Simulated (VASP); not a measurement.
Elastic constants (GPa) of a crystal from PBE GGA, VASP's PBE PAW potentials (set 64) in VASP:

|  | xx | yy | zz | yz | xz | xy |
|---|---|---|---|---|---|---|
| xx | 115.1 | 45.5 | 45.5 | 0.0 | 0.0 | 0.0 |
| yy | 45.5 | 115.1 | 45.5 | 0.0 | 0.0 | 0.0 |
| zz | 45.5 | 45.5 | 115.1 | 0.0 | 0.0 | 0.0 |
| yz | 0.0 | 0.0 | 0.0 | 61.4 | 0.0 | 0.0 |
| xz | 0.0 | 0.0 | 0.0 | 0.0 | 61.4 | 0.0 |
| xy | 0.0 | 0.0 | 0.0 | 0.0 | 0.0 | 61.4 |

Work out the Voigt, Reuss and Hill moduli, Young's modulus and Poisson's ratio.

All eigenvalues are positive (smallest 61.4 GPa), so the crystal is stable. K_V = (C11+C22+C33+2(C12+C13+C23))/9 = (345.3 + 2×136.5)/9 = 68.7 GPa; G_V = (345.3 − 136.5 + 3×184.2)/15 = 50.8 GPa. From the compliances, K_R = 68.7 GPa and G_R = 47.0 GPa. Hill: K = 68.7 GPa, G = 48.9 GPa, E = 9KG/(3K+G) = 118.6 GPa, ν = (3K−2G)/(2(3K+G)) = 0.212. K/G = 1.41, below Pugh's 1.75; universal anisotropy A^U = 0.40.

With a density of 2.58 g/cm³, what are the mean sound speeds?

v_l = √((K+4G/3)/ρ) = 7.20 km/s and v_t = √(G/ρ) = 4.35 km/s. The crystal is LiF (rock salt), cubic.

The compound is LiF in the rock salt structure. It was relaxed first.
